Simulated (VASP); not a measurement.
```xyz
2
Lattice="0.0000 2.3050 2.3050 2.3050 0.0000 2.3050 2.3050 2.3050 0.0000" Properties=species:S:1:pos:R:3 pbc="T T T"
B      0.0000     0.0000     0.0000
P      1.1525     1.1525     1.1525
```

These are revPBE GGA, VASP's PBE PAW potentials (set 64) (plane waves; VASP) values and carry that method's errors. Settings: 520 eV cut-off, 10×10×10 Γ-centred mesh, Gaussian smearing of 0.050 eV, potentials B P.

Problem. Give the stress tensor in GPa (positive for a compressed cell).

Solution. 
```
-4.39   0.00   0.00
 0.00  -4.39   0.00
 0.00   0.00  -4.39
```
The pressure is its mean diagonal, -4.39 GPa.

The compound is BP in the zinc blende structure. This cell is one point of a volume scan, at 1.03 of the reference volume.
